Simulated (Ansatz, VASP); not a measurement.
## Cross-check of NaSrLiS2 between VASP and Ansatz

One calculation is typed for both programs; each brings its own data sets and cutoff. How far apart do they land? The cell is invented: As first built, before any earlier steps moved the atoms (in the runner's words): it takes the NaLiCdS2 structure with some of its atoms replaced by other elements, volume scaled by an estimate. It may not be a known or stable phase. The cell is taken from a series of VASP runs on this material, whose earlier steps may have relaxed, scaled or displaced it; both programs get it as it stands.

Method: plane waves, with VASP 6.6.1 beside it; band structure at HSE06, in Ansatz 0.2.0.

## Step 1: The starting structure

It takes space group P3m1 (No. 156, trigonal). Conventional cell: a = 4.366 Å, b = 4.366 Å, c = 7.494 Å, α = 90.00°, β = 90.00°, γ = 120.00°. Sr has 4 S at 2.84 to 2.87 Å nearest. Nearest to S lie 3 Sr at 2.84 Å and 3 Na at 2.99 Å. Nearest to S lie 3 Li at 2.52 Å and 1 Sr at 2.87 Å and 3 Na at 3.04 Å. Nearest to Na lie 3 Li at 2.99 Å and 6 S at 2.99 to 3.04 Å. Li has 3 S at 2.52 Å nearest. As first built, before any earlier steps moved the atoms (in the runner's words): sites of the NaLiCdS2 structure (space group 156) filled with other elements, volume scaled by an estimate. Farther neighbours and most contacts between anions are not listed.

Structure file:

```xyz
5
Lattice="4.3661 0.0000 0.0000 -2.1830 3.7812 0.0000 0.0000 0.0000 7.4937" Properties=species:S:1:pos:R:3 pbc="T T T"
Sr    2.1830    1.2604    2.6763
S     0.0000    2.5208    1.3650
S     2.1830    1.2604    5.5458
Na    0.0000    0.0000    7.2430
Li    0.0000    2.5208    5.6316
```

## Step 2: VASP: band structure, HSE06

The same path points are solved in both programs, so levels can be compared one by one.

Lines of VASP's logs that name or quote its potential files are left out, and so is its time.

The run reads the wave functions of an earlier VASP run, which isn't shown here.

File INCAR:

```
SYSTEM = NaSrLiS2
PREC = Accurate
ENCUT = 650
EDIFF = 1E-06
NELM = 100
ISMEAR = 0
SIGMA = 0.05
LREAL = .FALSE.
ALGO = Normal
LHFCALC = .TRUE.
AEXX = 0.25
GGA = PE
HFSCREEN = 0.2
LASPH = .TRUE.
NBANDS = 22
PRECFOCK = Fast
LORBIT = 11
LWAVE = .FALSE.
LCHARG = .FALSE.
KPAR = 2
```

File POSCAR:

```
NaSrLiS2
1.0
    4.3660983257      0.0000000000      0.0000000000
   -2.1830491678      3.7811520644      0.0000000000
    0.0000000000      0.0000000000      7.4936637596
Sr S Na Li
1 2 1 1
Direct
    0.6666666670      0.3333333330      0.3571367486
    0.3333333330      0.6666666670      0.1821602464
    0.6666666670      0.3333333330      0.7400622896
    0.0000000000      0.0000000000      0.9665531349
    0.3333333330      0.6666666670      0.7515155805
```

File KPOINTS:

```
Automatic mesh
0
Gamma
4 4 2
0 0 0
```

File KPOINTS_OPT:

```
Line mode
6
Line-mode
Reciprocal
  0.00000000   0.00000000   0.00000000 GAMMA
  0.50000000   0.00000000   0.00000000 M

  0.50000000   0.00000000   0.00000000 M
  0.33333333   0.33333333   0.00000000 K

  0.33333333   0.33333333   0.00000000 K
  0.00000000   0.00000000   0.00000000 GAMMA

  0.00000000   0.00000000   0.00000000 GAMMA
  0.00000000   0.00000000   0.50000000 A

  0.00000000   0.00000000   0.50000000 A
  0.50000000   0.00000000   0.50000000 L

  0.50000000   0.00000000   0.50000000 L
  0.33333333   0.33333333   0.50000000 H

  0.33333333   0.33333333   0.50000000 H
  0.00000000   0.00000000   0.50000000 A

  0.50000000   0.00000000   0.50000000 L
  0.50000000   0.00000000   0.00000000 M

  0.33333333   0.33333333   0.00000000 K
  0.33333333   0.33333333   0.50000000 H
```

Potentials, in the order of the species: Sr_sv, S, Na_pv and Li_sv (PBE family, release 64).

On the command line:

```bash
$ mpirun -np 2 vasp_std
```

Numbers of over 12 decimals in the logs are rounded to 6 here.

Output:

```text
[banner, memory and clock lines left out]
running    2 mpi-ranks, on    1 nodes
 distrk:  each k-point on    1 cores,    2 groups
 distr:  one band on    1 cores,    1 groups

 POSCAR found type information on POSCAR SrS NaLi
 POSCAR found :  4 types and       5 ions
 LDA part: xc-table for (Slater+PW92), standard interpolation
 found WAVECAR, reading the header
 POSCAR, INCAR and KPOINTS ok, starting setup
 FFT: planning ... GRIDC
 FFT: planning ... GRID_SOFT
 FFT: planning ... GRID
 reading WAVECAR
 the WAVECAR file was read successfully
 initial charge from wavefunction
 entering main loop
       N       E                     dE             d eps       ncg     rms          rms(c)
DAV:   1    -0.231156683679E+02   -0.23116E+02   -0.42345E-01   376   0.505E+00    0.209E+00
DAV:   2    -0.231222971645E+02   -0.66288E-02   -0.50755E-02   576   0.182E+00    0.129E+00
DAV:   3    -0.231206445434E+02    0.16526E-02   -0.24737E-03   466   0.449E-01    0.741E-01
DAV:   4    -0.231202286602E+02    0.41588E-03   -0.10406E-03   424   0.223E-01    0.406E-01
DAV:   5    -0.231201574618E+02    0.71198E-04   -0.29007E-04   564   0.991E-02    0.223E-01
DAV:   6    -0.231201365376E+02    0.20924E-04   -0.60374E-05   596   0.470E-02    0.118E-01
DAV:   7    -0.231201325968E+02    0.39408E-05   -0.18242E-05   546   0.244E-02    0.605E-02
DAV:   8    -0.231201329484E+02   -0.35157E-06   -0.49196E-06   404   0.135E-02
   1 F= -.23120133E+02 E0= -.23120133E+02  d E =-.364302E-17
 Start KPOINTS_OPT (optional k-point list driver)
k-point batch [1-8\54]
       N       E                     dE             ncg
DAV:   1    -0.124163141882E+04   -0.65231E+04      352
DAV:   2    -0.343131074602E+04   -0.21897E+04      358
DAV:   3    -0.371585841220E+04   -0.28455E+03      560
DAV:   4    -0.374123032970E+04   -0.25372E+02      560
DAV:   5    -0.374283949473E+04   -0.16092E+01      560
DAV:   6    -0.374288128122E+04   -0.41786E-01      520
DAV:   7    -0.374288278764E+04   -0.15064E-02      520
DAV:   8    -0.374288284295E+04   -0.55301E-04      560
DAV:   9    -0.374288284505E+04   -0.21066E-05      334
DAV:  10    -0.374288284515E+04   -0.98724E-07      290
[...]
k-point batch [49-54\54]
       N       E                     dE             ncg
DAV:   1     0.967417123067E+03   -0.78888E+04      264
DAV:   2    -0.671794972101E+03   -0.16392E+04      264
DAV:   3    -0.902305942534E+03   -0.23051E+03      402
DAV:   4    -0.924074830523E+03   -0.21769E+02      408
DAV:   5    -0.925543310191E+03   -0.14685E+01      440
DAV:   6    -0.925580562490E+03   -0.37252E-01      408
DAV:   7    -0.925581901032E+03   -0.13385E-02      432
DAV:   8    -0.925581934630E+03   -0.33599E-04      432
DAV:   9    -0.925581935818E+03   -0.11880E-05      272
DAV:  10    -0.925581935927E+03   -0.10870E-06      240
```

OUTCAR, selected parts (step 2):

```text
ion  position               nearest neighbor table
   1  0.667  0.333  0.357-   2 2.84   2 2.84   2 2.84   3 2.87   4 3.86   4 3.86   4 3.86
   2  0.333  0.667  0.182-   1 2.84   1 2.84   1 2.84
   3  0.667  0.333  0.740-   5 2.52   5 2.52   5 2.52   1 2.87
   4  0.000  0.000  0.967-   1 3.86   1 3.86   1 3.86
   5  0.333  0.667  0.752-   3 2.52   3 2.52   3 2.52

  LATTYP: Found a hexagonal cell.
 ALAT       =     4.3660983257
 C/A-ratio  =     1.7163295924

 Subroutine GETGRP returns: Found  6 space group operations
 (whereof  6 operations were pure point group operations)

The static configuration has the point symmetry C_3v.

 Found      8 irreducible k-points:

   k-points           NKPTS =      8   k-points in BZ     NKDIM =     32   number of bands    NBANDS=     22

   dimension x,y,z NGX =    36 NGY =   36 NGZ =   64
   dimension x,y,z NGXF=    72 NGYF=   72 NGZF=  128

   ENCUT  =  650.0 eV  47.77 Ry    6.91 a.u.   9.08  9.08 15.58*2*pi/ulx,y,z

   NELECT =      32.0000    total number of electrons

 k-points in reciprocal lattice and weights: Automatic mesh
   0.00000000  0.00000000  0.00000000       0.031
   0.25000000  0.00000000  0.00000000       0.188
   0.50000000  0.00000000  0.00000000       0.094
   0.25000000  0.25000000  0.00000000       0.188
   0.00000000  0.00000000  0.50000000       0.031
   0.25000000  0.00000000  0.50000000       0.188
   0.50000000  0.00000000  0.50000000       0.094
   0.25000000  0.25000000  0.50000000       0.188

  exchange ACFDT corr.  =         0.00000000  see jH, gK, PRB 81, 115126

 average (electrostatic) potential at core
       1 -34.4219       2 -84.7950       3 -84.5327       4 -41.0547       5 -57.2440

 E-fermi :   0.3625

 k-point     1 :       0.0000    0.0000    0.0000
  band No.  band energies     occupation
    ...
     12      -0.6313      2.00000
     13      -0.6313      2.00000
     14      -0.1943      2.00000
     15       0.0397      2.00000
     16       0.0397      2.00000
     17       3.6971      0.00000
     18       6.1472      0.00000
     19       6.5550      0.00000
     20       6.5550      0.00000
     21       7.6125      0.00000
    ...

 k-point     2 :       0.2500    0.0000    0.0000
  band No.  band energies     occupation
    ...
     12      -1.2382      2.00000
     13      -0.8850      2.00000
     14      -0.6363      2.00000
     15      -0.2318      2.00000
     16      -0.1551      2.00000
     17       4.7851      0.00000
     18       5.4372      0.00000
     19       6.3464      0.00000
     20       6.8250      0.00000
     21       7.4248      0.00000
    ...

 k-point     3 :       0.5000    0.0000    0.0000
  band No.  band energies     occupation
    ...
     12      -1.5356      2.00000
     13      -0.9311      2.00000
     14      -0.6629      2.00000
     15      -0.4602      2.00000
     16      -0.2652      2.00000
     17       4.7575      0.00000
     18       5.3628      0.00000
     19       6.4238      0.00000
     20       7.3920      0.00000
     21       7.8617      0.00000
    ...

  energy-cutoff  :      650.00
  volume of cell :      123.71
      direct lattice vectors                 reciprocal lattice vectors
     4.366098326  0.000000000  0.000000000     0.229037444  0.132234830  0.000000000
    -2.183049168  3.781152064  0.000000000     0.000000000  0.264469660  0.000000000
     0.000000000  0.000000000  7.493663760     0.000000000  0.000000000  0.133446073

 POSITION                                       TOTAL-FORCE (eV/Angst)
 -----------------------------------------------------------------------------------
      2.18305      1.26038      2.67626         0.000000      0.000000     -0.034287
     -0.00000      2.52077      1.36505         0.000000     -0.000000      0.045043
      2.18305      1.26038      5.54578         0.000000     -0.000000     -0.041237
      0.00000      0.00000      7.24302        -0.000000     -0.000000     -0.000517
     -0.00000      2.52077      5.63161         0.000000      0.000000      0.030998
 -----------------------------------------------------------------------------------
    total drift:                                0.000001     -0.000010     -0.001774

  FREE ENERGIE OF THE ION-ELECTRON SYSTEM (eV)
  ---------------------------------------------------
  free  energy   TOTEN  =       -23.1201329484 eV

  energy  without entropy=      -23.1201329484  energy(sigma->0) =      -23.12013295

 total charge
# of ion       s       p       d       tot
------------------------------------------
    1        2.019   5.833   0.216   8.068
    2        1.312   2.469   0.000   3.781
    3        1.304   2.447   0.000   3.751
    4        0.047   5.985   0.000   6.031
    5        2.015   0.049   0.000   2.065
--------------------------------------------------
tot          6.697  16.783   0.216  23.696

[... 3 further parts left out ...]
```

The k-mesh is coarse for exact exchange; levels may shift by about 0.1 eV on a finer one. The PAW data sets were made with PBE, which is usual practice but a small mismatch for other functionals.

(Continued in part 2 of 2.)

[Lines on the potential files, build, host, timing and source positions are cut from VASP's logs without a mark.]

[Logs are printed without paths, hosts, clocks, repeated set-up lines and the standing remarks that a program may print on its own settings, such as how far it seeks lower states.]

[Hosts, paths, dates, database ids (printed as entryN), source tags and the programs' standing remarks are cut or masked in the printed files.]
